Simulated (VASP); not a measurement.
SrTiO3:

```xyz
5
Lattice="3.9053 0.0000 0.0000 0.0000 3.9053 0.0000 0.0000 0.0000 3.9053" Properties=species:S:1:pos:R:3 pbc="T T T"
Sr    1.9526    1.9526    1.9526
Ti    0.0000    0.0000    0.0000
O     1.9526    0.0000    0.0000
O     0.0000    1.9526    0.0000
O     0.0000    0.0000    1.9526
```

```yaml
Program: VASP 6.6.1
Task: relaxation of cell and atoms
Functional: LDA
Potentials_or_basis: VASP PAW LDA potentials, release 64 (Sr_sv, Ti_sv, O)
Cutoff: 600 eV
k_mesh: 8 × 8 × 8
Occupations: gaussian, width 0.03 eV
Spin: no spin polarisation
```

At the start: pressure -6.7 GPa; volume 11.91 Å³/atom.

Question: How do energy, volume and symmetry change on relaxing?

Answer: Over 3 steps the energy falls by 8.7 meV/atom and the volume is 11.50 Å³/atom (-3.4 %); space group Pm-3m (No. 221, to 0.05 Å).

Step by step:
```
step  energy change (eV)  largest force (eV/Å)  pressure (GPa)  volume (Å³)
   1              0.0000                0.0000           -6.66        59.56
   2              0.0079                0.0000            8.11        55.39
   3             -0.0435                0.0000           -0.06        57.52
```

Final structure:
```
Sr Ti O
1.0
     3.86010    0.00000    0.00000
     0.00000    3.86010    0.00000
     0.00000    0.00000    3.86010
Sr Ti O
1 1 3
Cartesian
  1.9301 1.9301 1.9301
  0.0000 0.0000 0.0000
  1.9301 0.0000 0.0000
  0.0000 1.9301 0.0000
  0.0000 0.0000 1.9301
```
